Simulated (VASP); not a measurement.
VASP ran on this input.

File POSCAR:
```
K2S
5.1920130
  0.0000000000   0.7071068211   0.7071068211
  0.7071068211   0.0000000000   0.7071068211
  0.7071068211   0.7071068211   0.0000000000
K S
2 1
direct
  0.2500000000   0.2500000000   0.2500000000
  0.7500000000   0.7500000000   0.7500000000
  0.0000000000   0.0000000000   0.0000000000
```

**KPOINTS**
```
Automatic
0
G
5 5 5
```

**INCAR**
```
# general
SYSTEM   = K2S
PREC     = Accurate
ENCUT    = 520
LREAL    = F
LASPH    = T

# electronic loop
EDIFF    = 1E-7
NELM     = 100
ALGO     = Normal

# smearing
ISMEAR   = 0
SIGMA    = 0.05

# functional
GGA      = ML
LUSE_VDW = T
AGGAC    = 0.0
ZAB_VDW  = -1.8867

# ions
ISIF     = 2

# output
LWAVE    = F
LCHARG   = F
```

POTCAR, in this order: K_sv S (PBE.64 set). Program: vasp_std.

Task: Translate this vdW-DF2 calculation to Quantum ESPRESSO's pw.x.

Result: One equivalent input (not run):
```
&CONTROL
  calculation = 'scf'
  pseudo_dir = './pseudo'
  outdir = './out'
  tprnfor = .true.
  tstress = .true.
/
&SYSTEM
  ibrav = 0
  nat = 3
  ntyp = 2
  ecutwfc = 74
  occupations = 'smearing'
  smearing = 'gaussian'
  degauss = 0.003675
  input_dft = 'vdw-df2'
/
&ELECTRONS
  conv_thr = 7.3e-09
  electron_maxstep = 100
/
ATOMIC_SPECIES
  K 39.098 K.upf
  S 32.060 S.upf
CELL_PARAMETERS angstrom
     0.0000000    3.6713078    3.6713078
     3.6713078    0.0000000    3.6713078
     3.6713078    3.6713078    0.0000000
ATOMIC_POSITIONS crystal
  K    0.2500000  0.2500000  0.2500000
  K    0.7500000  0.7500000  0.7500000
  S    0.0000000  0.0000000  0.0000000
K_POINTS automatic
  5 5 5 0 0 0
```
Limits of the translation: the potentials are each code's own (VASP's PAW set, PseudoDojo norm-conserving files in pw.x), so ENCUT and ecutwfc are chosen apart and not converted; conv_thr bounds pw.x's estimated SCF error, while EDIFF bounds the energy change between steps.

The compound is K2S in the antifluorite structure. This cell is one point of a volume scan, at 0.94 of the reference volume.
